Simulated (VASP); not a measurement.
VASP input:

**INCAR**
```
! general
SYSTEM   =  TaTiN2
PREC     =  Accurate
ENCUT    =  520
LREAL    =  .FALSE.
LASPH    =  .TRUE.

! electronic loop
EDIFF    =  1E-7
NELM     =  100   ! most electronic steps
ALGO     =  Normal   ! blocked Davidson
LMAXMIX  =  6   ! l cut-off of mixed one-centre charges

! smearing
ISMEAR   =  -5   ! tetrahedra, Bloechl

! functional
GGA      =  PS   ! PBEsol

! ions
ISIF     =  2   ! forces and stress, cell fixed

! output
LWAVE    =  .FALSE.
LCHARG   =  .TRUE.
LORBIT   =  11   ! lm-projected
NEDOS    =  601   ! DOS grid

! other
LEFG     =  .TRUE.
```

**POSCAR**
```
TaTiN2
1
    3.0459551494     0.0000000000     0.0000000000
    0.0000000000     3.0459551494    -0.0000000000
    0.0000000000    -0.0000000000     4.2920858758
Ti Ta N
1 1 2
Direct
  0.5000000000   0.5000000000   0.5000000000
  0.0000000000   0.0000000000   0.0000000000
  0.0000000000   0.0000000000   0.5000000000
  0.5000000000   0.5000000000   0.0000000000
```

### KPOINTS
```
Automatic mesh
0
gamma
11 11 8
```

POTCAR, in this order: Ti_sv Ta_pv N (PBE.64 set). Program: vasp_std.

Translate this PBEsol calculation to Ansatz.

One equivalent input (not run):
Ansatz 0.2 input:
```yaml
crystal:
  lattice:
    - [3.0459551, 0.0000000, 0.0000000]
    - [0.0000000, 3.0459551, 0.0000000]
    - [0.0000000, 0.0000000, 4.2920859]
  atoms:
    - { symbol: Ti, position: [0.5000000, 0.5000000, 0.5000000] }
    - { symbol: Ta, position: [0.0000000, 0.0000000, 0.0000000] }
    - { symbol: N, position: [0.0000000, 0.0000000, 0.5000000] }
    - { symbol: N, position: [0.5000000, 0.5000000, 0.0000000] }
kpoints:
  mp_grid: { grid: [11, 11, 8] }
hamiltonian:
  xc: pbesol
  pseudopotentials: { kind: paw }
scf:
  occupations: { method: tetrahedron }
  max_iter: 100
output: { forces: true, stress: true, eigenvalues: true }
```
Limits of the translation: each code has its own PAW files, so the cut-off isn't converted (ENCUT is set for VASP's; basis.ecutwfc is left out, and Ansatz then takes the one that its files recommend); Ansatz stops its SCF on the density residual and VASP on the energy change (EDIFF); the field gradients of LEFG aren't asked of the other code.

The structure comes from a computed database's TaTiN2 entry (P4/mmm); how it stands against other phases isn't given here. It was relaxed first.
